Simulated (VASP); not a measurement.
## Bismuth: the relaxed cell at several levels of theory

Aim: relax Bismuth at several levels of theory and compare the cells. The starting structure is a measured crystal structure from the Crystallography Open Database.

Main program and level: VASP 6.6.1; Kohn-Sham DFT with plane waves and PAW; PBEsol, r2SCAN, PBE and LDA.

## (1) The structure

Symmetry: R-3m, No. 166, trigonal system. The conventional cell has a = 4.533 Å, b = 4.533 Å, c = 11.797 Å, α = 90.00°, β = 90.00°, γ = 120.00°. Nearest to Bi lie 3 Bi at 3.06 Å.

As a file:

```xyz
2
Lattice="2.2665 1.3086 3.9323 -2.2665 1.3086 3.9323 0.0000 -2.6171 3.9323" Properties=species:S:1:pos:R:3 pbc="T T T"
Bi    0.0000    0.0000    9.0357
Bi    0.0000    0.0000    2.7613
```

## (2) Relaxation with PBEsol

PBEsol restores the gradient expansion of exchange and is tuned for the cells of solids. This run starts from the cell of an earlier relaxation, which isn't shown; the restart sets up the plane waves anew.

Input file INCAR:

```
SYSTEM = Bi
PREC = Accurate
ENCUT = 520
EDIFF = 1E-07
NELM = 100
ISMEAR = 1
SIGMA = 0.15
LREAL = .FALSE.
ALGO = Normal
GGA = PS
NBANDS = 21
LORBIT = 11
LWAVE = .FALSE.
LCHARG = .FALSE.
KPAR = 4
IBRION = 2
NSW = 50
ISIF = 3
EDIFFG = -0.005
LASPH = .TRUE.
```

Input file POSCAR:

```
Bi
1.0
    2.2609908565      1.3053836796      3.8796764221
   -2.2609908565      1.3053836796      3.8796764221
    0.0000000000     -2.6107673593      3.8796764221
Bi
2
Direct
    0.7630444355      0.7630444355      0.7630444355
    0.2369555645      0.2369555645      0.2369555645
```

Input file KPOINTS:

```
Automatic mesh
0
Gamma
14 14 14
0 0 0
```

The projector-augmented-wave data sets are Bi_d (PBE family, release 64).

Started as:

```sh
$ mpirun -np 4 vasp_std
```

The log of the run:

```text
[banner, memory and clock lines left out]
running    4 mpi-ranks, on    1 nodes
 distrk:  each k-point on    1 cores,    4 groups
 distr:  one band on    1 cores,    1 groups

 POSCAR found type information on POSCAR Bi
 POSCAR found :  1 types and       2 ions
|                                                                             |
|               ----> ADVICE to this user running VASP <----                  |
|                                                                             |
|     You enforced a specific xc type in the INCAR file but a different       |
|     [... a line on the potential file left out ...]
|     I HOPE YOU KNOW WHAT YOU ARE DOING!                                     |
|                                                                             |

 LDA part: xc-table for (Slater+PW92), standard interpolation
 POSCAR, INCAR and KPOINTS ok, starting setup
 FFT: planning ... GRIDC
 FFT: planning ... GRID_SOFT
 FFT: planning ... GRID
 WAVECAR not read
 entering main loop
       N       E                     dE             d eps       ncg     rms          rms(c)
DAV:   1     0.303102560354E+03    0.30310E+03   -0.16384E+04 12104   0.173E+03
DAV:   2     0.166061416351E+02   -0.28650E+03   -0.28027E+03 12186   0.444E+02
DAV:   3    -0.773136299115E+01   -0.24338E+02   -0.23963E+02 14418   0.146E+02
DAV:   4    -0.857939994548E+01   -0.84804E+00   -0.84744E+00 14431   0.298E+01
DAV:   5    -0.861856929919E+01   -0.39169E-01   -0.39168E-01 17228   0.572E+00    0.105E+00
DAV:   6    -0.860749158625E+01    0.11078E-01   -0.21152E-02 15559   0.167E+00    0.612E-01
DAV:   7    -0.860314538002E+01    0.43462E-02   -0.13327E-02 15580   0.139E+00    0.119E-01
DAV:   8    -0.860310090505E+01    0.44475E-04   -0.14823E-03 13955   0.489E-01    0.161E-02
DAV:   9    -0.860310649280E+01   -0.55878E-05   -0.65424E-05 18293   0.761E-02    0.793E-03
DAV:  10    -0.860310598160E+01    0.51120E-06   -0.27147E-06 14464   0.121E-02    0.151E-03
DAV:  11    -0.860310609932E+01   -0.11772E-06   -0.26446E-07 11780   0.429E-03    0.752E-04
DAV:  12    -0.860310603308E+01    0.66239E-07   -0.86983E-08  8768   0.381E-03
   1 F= -.86031060E+01 E0= -.86032666E+01  d E =-.860311E+01
 curvature:   0.00 expect dE= 0.000E+00 dE for cont linesearch  0.000E+00
 trial: gam= 0.00000 g(F)=  0.187E-05 g(S)=  0.787E-06 ort = 0.000E+00 (trialstep = 0.100E+01)
 search vector abs. value=  0.265E-05
 reached required accuracy - stopping structural energy minimisation
```

Wall time 97 s (4 MPI ranks of Intel Xeon Platinum 8488C (Sapphire Rapids), shared host); peak memory 1.8 GiB.

The logs omit lines about the potential files and the build; timing stands in the text.

Parts of OUTCAR (step 2):

```text
ion  position               nearest neighbor table
   1  0.763  0.763  0.763-   2 3.08   2 3.08   2 3.08   2 3.44   2 3.44   2 3.44
   2  0.237  0.237  0.237-   1 3.08   1 3.08   1 3.08   1 3.44   1 3.44   1 3.44

  LATTYP: Found a trigonal (rhomboedric) cell.
 ALAT       =     4.6763228443
 COS(alpha) =     0.5324601480

 Subroutine GETGRP returns: Found 12 space group operations
 (whereof 12 operations were pure point group operations)

The static configuration has the point symmetry D_3d.

 Found    288 irreducible k-points:

   k-points           NKPTS =    288   k-points in BZ     NKDIM =    288   number of bands    NBANDS=     21

   dimension x,y,z NGX =    36 NGY =   36 NGZ =   36
   dimension x,y,z NGXF=    72 NGYF=   72 NGZF=   72

   ENCUT  =  520.0 eV  38.22 Ry    6.18 a.u.   8.69  8.69  8.69*2*pi/ulx,y,z

   NELECT =      30.0000    total number of electrons

 k-points in reciprocal lattice and weights: Automatic mesh
   0.00000000  0.00000000  0.00000000       0.000
   0.07142857  0.00000000 -0.00000000       0.002
   0.14285714  0.00000000 -0.00000000       0.002
   0.21428571  0.00000000  0.00000000       0.002
   0.28571429  0.00000000 -0.00000000       0.002
   0.35714286  0.00000000 -0.00000000       0.002
   0.42857143  0.00000000  0.00000000       0.002
   0.50000000  0.00000000 -0.00000000       0.001
   0.07142857  0.07142857 -0.00000000       0.002
[...]
-0.42857143  0.50000000  0.42857143       0.002
   0.50000000  0.50000000  0.50000000       0.000

 average (electrostatic) potential at core
       1-104.1083       2-104.1083

 E-fermi :   6.4304

 k-point     1 :       0.0000    0.0000    0.0000
  band No.  band energies     occupation
    ...
     11      -6.7791      2.00000
     12      -0.9705      2.00000
     13       4.9148      2.00000
     14       5.1911      2.00000
     15       5.1911      2.00000
     16       9.1799     -0.00000
     17       9.4870      0.00000
     18       9.4870      0.00000
     19      11.9248      0.00000
     20      12.1073      0.00000
    ...

 k-point     2 :       0.0714    0.0000   -0.0000
  band No.  band energies     occupation
    ...
     11      -6.7300      2.00000
     12      -1.0921      2.00000
     13       4.9416      2.00000
     14       5.1928      2.00000
     15       5.2012      2.00000
     16       9.0691     -0.00000
     17       9.2164     -0.00000
     18       9.3426     -0.00000
     19      11.7002      0.00000
     20      11.9045      0.00000
    ...

 k-point     3 :       0.1429    0.0000   -0.0000
  band No.  band energies     occupation
    ...
     11      -6.5834      2.00000
     12      -1.4331      2.00000
     13       5.0010      2.00000
     14       5.2012      2.00000
     15       5.2421      2.00000
     16       8.5551     -0.00000
     17       8.8323     -0.00000
     18       8.9696     -0.00000
     19      11.4161      0.00000
     20      11.9906      0.00000
    ...

  Total        0.0040118      0.0040118     -0.0006609      0.0000000      0.0000000      0.0000000
  in kB        0.0935549      0.0935549     -0.0154128      0.0000000      0.0000000      0.0000000
  external PRESSURE =       0.0572323 kB  Pullay stress =       0.0000000 kB

  energy-cutoff  :      520.00
  volume of cell :       68.70
      direct lattice vectors                 reciprocal lattice vectors
     2.260990856  1.305383680  3.879676422     0.221141982  0.127676383  0.085917818
    -2.260990856  1.305383680  3.879676422    -0.221141982  0.127676383  0.085917818
     0.000000000 -2.610767359  3.879676422     0.000000000 -0.255352766  0.085917818

 POSITION                                       TOTAL-FORCE (eV/Angst)
 -----------------------------------------------------------------------------------
      0.00000     -0.00000      8.88110         0.000000     -0.000000      0.004399
      0.00000     -0.00000      2.75793         0.000000      0.000000     -0.004399
 -----------------------------------------------------------------------------------
    total drift:                               -0.000000     -0.000000      0.000000

  FREE ENERGIE OF THE ION-ELECTRON SYSTEM (eV)
  ---------------------------------------------------
  free  energy   TOTEN  =        -8.6031060331 eV

  energy  without entropy=       -8.6035878688  energy(sigma->0) =       -8.60326665

 reached required accuracy - stopping structural energy minimisation

 total charge
# of ion       s       p       d       tot
------------------------------------------
    1        1.525   1.356   9.915  12.796
    2        1.525   1.356   9.915  12.796
--------------------------------------------------
tot          3.050   2.712  19.829  25.592

[... 3 further parts left out ...]
```

CONTCAR:

```
Bi
   1.00000000000000
     2.2609908564999999    1.3053836796000000    3.8796764221000002
    -2.2609908564999999    1.3053836796000000    3.8796764221000002
     0.0000000000000000   -2.6107673593000000    3.8796764221000002
  Bi
     2
Direct
     0.7630444354999995    0.7630444354999995    0.7630444354999995
     0.2369555645000005    0.2369555645000005    0.2369555645000005
```

The PAW data sets were made with PBE, which is usual practice but a small mismatch for other functionals. The run keeps the 12 symmetry operations of its start, so it cannot find a distortion of lower symmetry.

With PBEsol the relaxed cell holds 34.352 Å³ an atom, -1.82 % against the measured cell, with a = 4.522 Å and c = 11.639 Å.

## (3) Relaxation with r2SCAN

r2SCAN adds the kinetic-energy density, costs more than a GGA and is run with LASPH. This run starts from the cell of an earlier relaxation, which isn't shown and was stopped at its time limit.

INCAR: that of step 2 with these lines changed.

```diff
@@ -9,3 +9,4 @@
 ALGO = Normal
-GGA = PS
+METAGGA = R2SCAN
+LASPH = .TRUE.
 NBANDS = 21
@@ -19,2 +20 @@
 EDIFFG = -0.005
-LASPH = .TRUE.
```

Input file POSCAR:

```
Bi
1.0
    2.2490744859      1.2985037599      4.1940817471
   -2.2490744859      1.2985037599      4.1940817471
    0.0000000000     -2.5970075197      4.1940817471
Bi
2
Direct
    0.7671136334      0.7671136334      0.7671136334
    0.2328863666      0.2328863666      0.2328863666
```

KPOINTS is that of step 2.

Started as:

```sh
$ mpirun -np 4 vasp_std
```

The log of the run:

```text
[banner, memory and clock lines left out]
running    4 mpi-ranks, on    1 nodes
[...]
[... a notice as in an earlier step ...]

 LDA part: xc-table for (None), standard interpolation
 POSCAR, INCAR and KPOINTS ok, starting setup
[...]
entering main loop
       N       E                     dE             d eps       ncg     rms          rms(c)
DAV:   1     0.197442483690E+03    0.19744E+03   -0.16672E+04 12127   0.173E+03
DAV:   2    -0.972676374031E+02   -0.29471E+03   -0.28846E+03 12201   0.452E+02
DAV:   3    -0.122887058011E+03   -0.25619E+02   -0.25273E+02 14423   0.152E+02
DAV:   4    -0.123843805364E+03   -0.95675E+00   -0.95612E+00 15252   0.319E+01
[...]
DAV:  12    -0.116995865360E+03   -0.81865E-06   -0.16875E-05 16837   0.360E-02    0.270E-03
DAV:  13    -0.116995866018E+03   -0.65804E-06   -0.22261E-06 15836   0.168E-02    0.828E-04
DAV:  14    -0.116995866056E+03   -0.38507E-07   -0.90930E-08  9510   0.285E-03
   1 F= -.11699587E+03 E0= -.11699595E+03  d E =-.116996E+03
[...]
hard stop encountered!  aborting job ...
|                                                                             |
|           W    W    AA    RRRRR   N    N  II  N    N   GGGG   !!!           |
|           W    W   A  A   R    R  NN   N  II  NN   N  G    G  !!!           |
|           W    W  A    A  R    R  N N  N  II  N N  N  G       !!!           |
|           W WW W  AAAAAA  RRRRR   N  N N  II  N  N N  G  GGG   !            |
|           WW  WW  A    A  R   R   N   NN  II  N   NN  G    G                |
|           W    W  A    A  R    R  N    N  II  N    N   GGGG   !!!           |
|                                                                             |
|     The electronic self-consistency was not achieved in the given           |
|     number of steps (NELM). The forces and other quantities evaluated       |
|     might not be reliable so examine the results carefully. If you find     |
|     spurious results, we suggest increasing NELM, if you were close to      |
|     convergence or switching to a different ALGO or adjusting the           |
|     density mixing parameters otherwise.                                    |
|                                                                             |

 soft stop encountered!  aborting job ...
```

Elapsed: 26 min, on 4 MPI ranks.

The log as kept lacks single lines of electronic cycles.

The run was stopped at its time limit, after 3 ionic steps.

## (4) Relaxation with PBE

PBE, the usual starting point, adds the gradient of the density. This run starts from the cell of an earlier relaxation, which isn't shown; the restart sets up the plane waves anew.

INCAR: that of step 3 with these lines changed.

```diff
@@ -9,4 +9,3 @@
 ALGO = Normal
-METAGGA = R2SCAN
-LASPH = .TRUE.
+GGA = PE
 NBANDS = 21
@@ -20 +19,2 @@
 EDIFFG = -0.005
+LASPH = .TRUE.
```

Input file POSCAR:

```
Bi
1.0
    2.2900066655      1.3221359647      4.0531818919
   -2.2900066655      1.3221359647      4.0531818919
    0.0000000000     -2.6442719295      4.0531818919
Bi
2
Direct
    0.7661867119      0.7661867119      0.7661867119
    0.2338132881      0.2338132881      0.2338132881
```

KPOINTS is that of step 3.

Started as:

```sh
$ mpirun -np 4 vasp_std
```

The log of the run:

```text
[banner, memory and clock lines left out]
running    4 mpi-ranks, on    1 nodes
[...]
LDA part: xc-table for (Slater+PW92), standard interpolation
 POSCAR, INCAR and KPOINTS ok, starting setup
[...]
entering main loop
       N       E                     dE             d eps       ncg     rms          rms(c)
DAV:   1     0.303366616171E+03    0.30337E+03   -0.16368E+04 12096   0.170E+03
DAV:   2     0.177328785379E+02   -0.28563E+03   -0.27932E+03 12156   0.439E+02
DAV:   3    -0.687301353076E+01   -0.24606E+02   -0.24271E+02 14384   0.147E+02
DAV:   4    -0.773318010415E+01   -0.86017E+00   -0.85959E+00 14482   0.301E+01
[...]
DAV:  10    -0.777240728333E+01    0.56178E-06   -0.78026E-06 14886   0.210E-02    0.177E-03
DAV:  11    -0.777240777755E+01   -0.49422E-06   -0.58889E-07 12075   0.599E-03    0.115E-03
DAV:  12    -0.777240774644E+01    0.31109E-07   -0.21441E-07 11225   0.307E-03
   1 F= -.77724077E+01 E0= -.77726217E+01  d E =-.777241E+01
[...]
reached required accuracy - stopping structural energy minimisation
```

It took 99 s on 4 MPI ranks; peak memory 1.8 GiB; 6.5 min of CPU time.

Parts of OUTCAR (step 4):

```text
  Total       -0.0068341     -0.0068341     -0.0031102      0.0000000      0.0000000      0.0000000
  in kB       -0.1487081     -0.1487081     -0.0676763      0.0000000      0.0000000      0.0000000
  external PRESSURE =      -0.1216975 kB  Pullay stress =       0.0000000 kB

 POSITION                                       TOTAL-FORCE (eV/Angst)
 -----------------------------------------------------------------------------------
      0.00000     -0.00000      9.31648         0.000000     -0.000000      0.000152
      0.00000     -0.00000      2.84306         0.000000      0.000000     -0.000152
 -----------------------------------------------------------------------------------
    total drift:                                0.000000     -0.000000      0.000000

  FREE ENERGIE OF THE ION-ELECTRON SYSTEM (eV)
  ---------------------------------------------------
  free  energy   TOTEN  =        -7.7724077464 eV

  energy  without entropy=       -7.7730497423  energy(sigma->0) =       -7.77262175

[... 2 parts as in an earlier step ...]

[... 2 further parts left out ...]
[key lines of the parts left out:]
E-fermi :   5.8207
```

With PBE the relaxed cell holds 36.815 Å³ an atom, +5.22 % against the measured cell, with a = 4.580 Å and c = 12.160 Å. That is +7.17 % from PBEsol.

## (5) Relaxation with LDA

LDA, the lowest rung, knows the local density alone. This run starts from the cell of an earlier relaxation, which isn't shown; the restart sets up the plane waves anew.

INCAR: that of step 4 with these lines changed.

```diff
@@ -9,3 +9,3 @@
 ALGO = Normal
-GGA = PE
+GGA = CA
 NBANDS = 21
```

Input file POSCAR:

```
Bi
1.0
    2.2477698764      1.2977505432      3.8323228673
   -2.2477698764      1.2977505432      3.8323228673
    0.0000000000     -2.5955010864      3.8323228673
Bi
2
Direct
    0.7625988473      0.7625988473      0.7625988473
    0.2374011527      0.2374011527      0.2374011527
```

KPOINTS is that of step 4.

PAW data sets: Bi_d (LDA family, release 64).

Started as:

```sh
$ mpirun -np 4 vasp_std
```

The log of the run:

```text
[banner, memory and clock lines left out]
running    4 mpi-ranks, on    1 nodes
[...]
LDA part: xc-table for (Slater(with rela. corr.)+CA(PZ))
 , standard interpolation
 POSCAR, INCAR and KPOINTS ok, starting setup
[...]
entering main loop
       N       E                     dE             d eps       ncg     rms          rms(c)
DAV:   1     0.306833146896E+03    0.30683E+03   -0.16441E+04 12114   0.175E+03
DAV:   2     0.168454090019E+02   -0.28999E+03   -0.28349E+03 12206   0.451E+02
DAV:   3    -0.822872059040E+01   -0.25074E+02   -0.24755E+02 14456   0.149E+02
DAV:   4    -0.910275188307E+01   -0.87403E+00   -0.87344E+00 14303   0.304E+01
[...]
DAV:   9    -0.912318209679E+01   -0.45237E-05   -0.58986E-05 18028   0.676E-02    0.674E-03
DAV:  10    -0.912318207336E+01    0.23432E-07   -0.23904E-06 15318   0.116E-02    0.149E-03
DAV:  11    -0.912318211065E+01   -0.37287E-07   -0.14806E-07  9918   0.312E-03
   1 F= -.91231821E+01 E0= -.91233466E+01  d E =-.912318E+01
[...]
reached required accuracy - stopping structural energy minimisation
```

It took 79 s on 4 MPI ranks; peak memory 1.6 GiB.

From OUTCAR (step 5):

```text
  Total        0.0014139      0.0014139     -0.0009950      0.0000000     -0.0000000      0.0000000
  in kB        0.0337741      0.0337741     -0.0237667      0.0000000     -0.0000000      0.0000000
  external PRESSURE =       0.0145938 kB  Pullay stress =       0.0000000 kB

 POSITION                                       TOTAL-FORCE (eV/Angst)
 -----------------------------------------------------------------------------------
      0.00000      0.00000      8.76758         0.000000      0.000000     -0.003806
      0.00000      0.00000      2.72939         0.000000      0.000000      0.003806
 -----------------------------------------------------------------------------------
    total drift:                                0.000000     -0.000000      0.000000

  FREE ENERGIE OF THE ION-ELECTRON SYSTEM (eV)
  ---------------------------------------------------
  free  energy   TOTEN  =        -9.1231821106 eV

  energy  without entropy=       -9.1236757013  energy(sigma->0) =       -9.12334664

[... 2 parts as in an earlier step ...]

[... 2 further parts left out ...]
[key lines of the parts left out:]
E-fermi :   6.6411
```

With LDA the relaxed cell holds 33.537 Å³ an atom, -4.15 % against the measured cell, with a = 4.496 Å and c = 11.497 Å. That is -2.37 % from PBEsol.

## (6) Comparison

| level | ended | volume (Å³/atom) | against the measured cell (%) | a (Å) | c (Å) | pressure left (GPa) | core minutes |
| --- | --- | --- | --- | --- | --- | --- | --- |
| PBEsol | converged | 34.352 | -1.82 | 4.522 | 11.639 | 0.01 | 42.6 |
| r2SCAN | cut off by time | - | - | - | - | - | 208.0 |
| PBE | converged | 36.815 | 5.22 | 4.58 | 12.1595 | -0.01 | 64.9 |
| LDA | converged | 33.537 | -4.15 | 4.4955 | 11.497 | 0.0 | 54.6 |

Core minutes are wall time times ranks, summed over the relaxations behind a row (those for a bulk modulus apart), on shared hosts.

## (7) Summary of results

| Item | Value |
| --- | --- |
| volume, PBEsol | 34.35 Å³/atom |
| volume, PBE | 36.82 Å³/atom |
| volume, LDA | 33.54 Å³/atom |

In words: Across 3 levels the volume of Bismuth spans 9.8 %, from 33.54 Å³ an atom (LDA) to 36.82 Å³ (PBE). Against the measured volume of the starting structure, PBEsol comes nearest (-1.8 %) and PBE lies farthest (+5.2 %). The measured cell holds zero-point expansion and, unless it was taken cold, thermal expansion, which the runs lack, so small differences decide nothing. Spin-orbit coupling is left out of all runs, which can matter with elements this heavy. All runs keep the symmetry of the start, so they can't find a distortion of lower symmetry. No result to use came from r2SCAN.

[Lines on the potential files, build, host, timing and source positions are cut from VASP's logs without a mark.]

[Logs are printed without paths, hosts, clocks, repeated set-up lines and the standing remarks that a program may print on its own settings, such as how far it seeks lower states.]

[Hosts, paths, dates, database ids (printed as entryN), source tags and the programs' standing remarks are cut or masked in the printed files.]
